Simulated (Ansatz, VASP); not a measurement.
# Cross-check of Ti2NO2 between VASP and Ansatz, part 2 of 2

Aim: how closely do two programs agree when they are given the same cell, functional and k mesh? The structure shown is the start of the Ansatz relaxation below; VASP solves that cell, so the two are compared at the walk's first step.

VASP 6.6.1 and Ansatz 0.2.0.

So far: Starting point; Ansatz: relaxation, PBEsol.

## Step 3: VASP: single point, PBEsol, start cell

Level of this step: PBEsol, no spin polarisation; plane waves and PAW (N, Ti_sv, O) (VASP).

The same cell, functional, mesh and smearing now go to VASP, with its own data sets.

Lines of VASP's logs that name or quote its potential files are left out, and so is its time.

File INCAR:

```
SYSTEM = Ti2NO2
PREC = Accurate
ENCUT = 520
EDIFF = 1E-06
NELM = 120
ISMEAR = 1
SIGMA = 0.2
LREAL = .FALSE.
ALGO = Normal
GGA = PS
NBANDS = 26
LASPH = .TRUE.
LORBIT = 11
LWAVE = .FALSE.
LCHARG = .FALSE.
ISIF = 2
LDIPOL = .TRUE.
IDIPOL = 3
DIPOL = 0.5 0.5 0.307
LVHAR = .TRUE.
GGA_COMPAT = .FALSE.
NELMDL = -8
KPAR = 2
```

File POSCAR:

```
Ti2NO2
1.0
    2.9638610000      0.0000000000      0.0000000000
   -1.4819300000      2.5667790000      0.0000000000
    0.0000000000      0.0000000000     32.6000000000
N Ti O
1 2 2
Direct
    0.0000000000      0.0000000000      0.3067484663
    0.3153485146      0.6356293238      0.3451693558
    0.6846509532      0.3643702867      0.2683275767
    0.6748404724      0.3474397289      0.3741201227
    0.3251591902      0.6525602711      0.2393768098
```

File KPOINTS:

```
Automatic mesh
0
Gamma
18 18 1
0 0 0
```

PAW data sets: N, Ti_sv and O (PBE family, release 64).

Command:

```
mpirun -np 2 vasp_std
```

Numbers of over 12 decimals in the logs are rounded to 6 here.

Output:

```text
[banner, memory and clock lines left out]
running    2 mpi-ranks, on    1 nodes
 distrk:  each k-point on    1 cores,    2 groups
 distr:  one band on    1 cores,    1 groups

 POSCAR found type information on POSCAR N TiO
 POSCAR found :  3 types and       5 ions
|                                                                             |
|               ----> ADVICE to this user running VASP <----                  |
|                                                                             |
|     You enforced a specific xc type in the INCAR file but a different       |
|     [... a line on the potential file left out ...]
|     I HOPE YOU KNOW WHAT YOU ARE DOING!                                     |
|                                                                             |

 LDA part: xc-table for (Slater+PW92), standard interpolation
 POSCAR, INCAR and KPOINTS ok, starting setup
 FFT: planning ... GRIDC
 FFT: planning ... GRID_SOFT
 FFT: planning ... GRID
 WAVECAR not read
 entering main loop
       N       E                     dE             d eps       ncg     rms          rms(c)
DAV:   1     0.485677530649E+03    0.48568E+03   -0.20680E+04 10216   0.136E+03
DAV:   2     0.200530355780E+02   -0.46562E+03   -0.45780E+03 10958   0.410E+02
DAV:   3    -0.538509748899E+02   -0.73904E+02   -0.73360E+02 12148   0.165E+02
DAV:   4    -0.600951467138E+02   -0.62442E+01   -0.62355E+01 14218   0.450E+01
DAV:   5    -0.604863142802E+02   -0.39117E+00   -0.39114E+00 12278   0.820E+00
DAV:   6    -0.604972395424E+02   -0.10925E-01   -0.10925E-01 13282   0.170E+00
DAV:   7    -0.604977387300E+02   -0.49919E-03   -0.49919E-03 12398   0.258E-01
DAV:   8    -0.604977453102E+02   -0.65802E-05   -0.65804E-05 13470   0.397E-02    0.293E+01
DAV:   9    -0.492550081211E+02    0.11243E+02   -0.97558E+01 10944   0.885E+01    0.120E+01
DAV:  10    -0.485738308069E+02    0.68118E+00   -0.22074E+01 11158   0.356E+01    0.835E+00
DAV:  11    -0.483707177321E+02    0.20311E+00   -0.51027E+00 11348   0.198E+01    0.313E+00
DAV:  12    -0.482427386155E+02    0.12798E+00   -0.10068E+00 11552   0.812E+00    0.939E-01
DAV:  13    -0.482480296295E+02   -0.52910E-02   -0.12384E-01 11512   0.312E+00    0.689E-01
DAV:  14    -0.482429944612E+02    0.50352E-02   -0.22174E-02 11328   0.113E+00    0.204E-01
[...]
DAV:  21    -0.482435564577E+02   -0.63345E-04   -0.51466E-06  7966   0.158E-02    0.444E-03
DAV:  22    -0.482436361187E+02   -0.79661E-04   -0.93737E-06  8850   0.234E-02    0.568E-03
DAV:  23    -0.482436537266E+02   -0.17608E-04   -0.22041E-06  6970   0.136E-02    0.104E-03
DAV:  24    -0.482436637803E+02   -0.10054E-04   -0.41978E-07  4558   0.461E-03    0.699E-04
DAV:  25    -0.482436722669E+02   -0.84866E-05   -0.48503E-07  5406   0.359E-03    0.307E-04
DAV:  26    -0.482436735955E+02   -0.13286E-05   -0.49346E-08  4270   0.126E-03    0.144E-04
DAV:  27    -0.482436755696E+02   -0.19741E-05   -0.71093E-08  4402   0.120E-03    0.236E-04
DAV:  28    -0.482436761041E+02   -0.53444E-06   -0.27509E-08  4264   0.119E-03
   1 F= -.48243676E+02 E0= -.48243437E+02  d E =-.716337E-03
```

Parts of OUTCAR (step 3):

```text
ion  position               nearest neighbor table
   1  0.000  0.000  0.307-   2 2.06   3 2.06   2 2.15   3 2.15   3 2.16   2 2.16
   2  0.315  0.636  0.345-   4 1.90   4 1.91   4 2.06   1 2.06   1 2.15   1 2.16
   3  0.685  0.364  0.268-   5 1.90   5 1.91   5 2.06   1 2.06   1 2.15   1 2.16
   4  0.675  0.347  0.374-   2 1.90   2 1.91   2 2.06
   5  0.325  0.653  0.239-   3 1.90   3 1.91   3 2.06

  LATTYP: Found a hexagonal cell.
 ALAT       =     2.9638610000
 C/A-ratio  =    10.9991662902

 Subroutine GETGRP returns: Found  2 space group operations
 (whereof  1 operations were pure point group operations)

The static configuration has the point symmetry C_1 .
 The point group associated with its full space group is S_2 .

 Found    164 irreducible k-points:

   k-points           NKPTS =    164   k-points in BZ     NKDIM =    164   number of bands    NBANDS=     26

   dimension x,y,z NGX =    24 NGY =   24 NGZ =  250
   dimension x,y,z NGXF=    48 NGYF=   48 NGZF=  500

   ENCUT  =  520.0 eV  38.22 Ry    6.18 a.u.   5.51  5.51 60.61*2*pi/ulx,y,z

   NELECT =      41.0000    total number of electrons

 k-points in reciprocal lattice and weights: Automatic mesh
   0.00000000  0.00000000  0.00000000       0.003
   0.05555556 -0.00000000  0.00000000       0.006
   0.00000000  0.05555556  0.00000000       0.006
  -0.05555556  0.05555556  0.00000000       0.006
   0.11111111 -0.00000000  0.00000000       0.006
   0.00000000  0.11111111  0.00000000       0.006
  -0.11111111  0.11111111  0.00000000       0.006
   0.16666667  0.00000000  0.00000000       0.006
   0.00000000  0.16666667  0.00000000       0.006
[...]
-0.38888889 -0.27777778  0.00000000       0.006
   0.33333333  0.33333333  0.00000000       0.006

 dipolmoment           0.000000      0.000000      0.000003 electrons x Angstroem

 average (electrostatic) potential at core
       1 -72.2908       2 -84.7409       3 -84.7409       4 -78.9850       5 -78.9851

 E-fermi :  -2.8778

 k-point     1 :       0.0000    0.0000    0.0000
  band No.  band energies     occupation
    ...
     17      -7.7724      2.00000
     18      -5.7586      2.00000
     19      -5.3860      2.00000
     20      -5.2009      2.00000
     21      -2.9860      1.78371
     22      -2.6615     -0.06326
     23      -2.0887     -0.00000
     24      -1.8038     -0.00000
     25      -1.6652     -0.00000
     26      -0.5314     -0.00000

 k-point     2 :       0.0556   -0.0000    0.0000
  band No.  band energies     occupation
    ...
     17      -7.7633      2.00000
     18      -5.7120      2.00000
     19      -5.4882      2.00000
     20      -5.4126      2.00000
     21      -2.9316      1.43782
     22      -2.6245     -0.07041
     23      -2.0833     -0.00000
     24      -1.7177     -0.00000
     25      -1.6409     -0.00000
     26      -0.5657     -0.00000

 k-point     3 :       0.0000    0.0556    0.0000
  band No.  band energies     occupation
    ...
     17      -7.8203      2.00000
     18      -5.6754      2.00000
     19      -5.5972      2.00000
     20      -5.3084      2.00000
     21      -2.8863      1.07249
     22      -2.5617     -0.04794
     23      -2.1661     -0.00001
     24      -1.7643     -0.00000
     25      -1.6044     -0.00000
     26      -0.5540     -0.00000

  Total        1.2055413      0.3289113      0.1229179      0.1473787     -0.1204619     -0.1368593
  in kB        7.7880503      2.1248363      0.7940754      0.9520977     -0.7782090     -0.8841398
  external PRESSURE =       3.5689873 kB  Pullay stress =       0.0000000 kB

  energy-cutoff  :      520.00
  volume of cell :      248.01
      direct lattice vectors                 reciprocal lattice vectors
     2.963861000  0.000000000  0.000000000     0.337397739  0.194796604  0.000000000
    -1.481930000  2.566779000  0.000000000     0.000000000  0.389593339  0.000000000
     0.000000000  0.000000000 32.600000000     0.000000000  0.000000000  0.030674847

 POSITION                                       TOTAL-FORCE (eV/Angst)
 -----------------------------------------------------------------------------------
      0.00000      0.00000     10.00000         0.000000      0.000000      0.000000
     -0.00731      1.63152     11.25252         0.039355      0.109322      0.121128
      1.48924      0.93526      8.74748        -0.039355     -0.109322     -0.121128
      1.48525      0.89180     12.19632        -0.053652     -0.089975     -0.025040
     -0.00332      1.67498      7.80368         0.053652      0.089975      0.025040
 -----------------------------------------------------------------------------------
    total drift:                                0.002715      0.001703      0.000171

  FREE ENERGIE OF THE ION-ELECTRON SYSTEM (eV)
  ---------------------------------------------------
  free  energy   TOTEN  =       -48.2436761041 eV

  energy  without entropy=      -48.2429597672  energy(sigma->0) =      -48.24343733

 vacuum level on the upper side and lower side of the slab         2.854         2.854

 total charge
# of ion       s       p       d       tot
------------------------------------------
    1        1.244   2.508   0.000   3.751
    2        2.211   6.275   1.926  10.412
    3        2.211   6.275   1.926  10.412
    4        1.574   3.450   0.000   5.025
    5        1.574   3.450   0.000   5.025
--------------------------------------------------
tot          8.814  21.959   3.852  34.625

[... 3 further parts left out ...]
```

This run has no spin polarisation, so a moment on Ti, if there is one, isn't seen. Its electron count is odd, so without a moment it is a metal by construction.

## Step 4: Comparison

Known differences besides the potentials themselves: Ansatz cuts the interaction across the vacuum, VASP repeats the sheet with a dipole correction; the cutoff is 420 eV in Ansatz and 520 eV in VASP; Ansatz makes its cores anew for this functional, VASP keeps those of its PBE data sets. Total energies have different zeros and are not compared.

Forces (eV/Å; atoms numbered as in POSCAR):

```tsv
atom	Ansatz x, y, z	VASP x, y, z
N1	0.000, 0.000, 0.000	0.000, 0.000, 0.000
Ti2	0.037, 0.093, 0.143	0.039, 0.109, 0.121
Ti3	-0.037, -0.093, -0.143	-0.039, -0.109, -0.121
O4	-0.051, -0.076, -0.077	-0.054, -0.090, -0.025
O5	0.051, 0.076, 0.077	0.054, 0.090, 0.025
```

The forces differ by 22 meV/Å r.m.s., which is 30.2 % of the r.m.s. force of 0.073 eV/Å (both taken over all components). With vacuum in the cell, a pressure given here is an average over mostly empty space and none of the material.

## Step 5: Outcome

* r.m.s. force difference (single point, PBEsol, start cell): 22 meV/Å

In words: The r.m.s. force difference is 22 meV/Å (single point, PBEsol, start cell), beyond the 12 meV/Å picked in this series as the mark of a large difference. What causes the difference of the single point, PBEsol, start cell pair stays open here. 1 further run of this series is not shown here. Such differences can come from data sets, numerical settings and the points named under the comparisons, not from the functional's error against experiment.

[Lines on the potential files, build, host, timing and source positions are cut from VASP's logs without a mark.]

[Logs are printed without paths, hosts, clocks, repeated set-up lines and the standing remarks that a program may print on its own settings, such as how far it seeks lower states.]

[Hosts, paths, dates, database ids (printed as entryN), source tags and the programs' standing remarks are cut or masked in the printed files.]
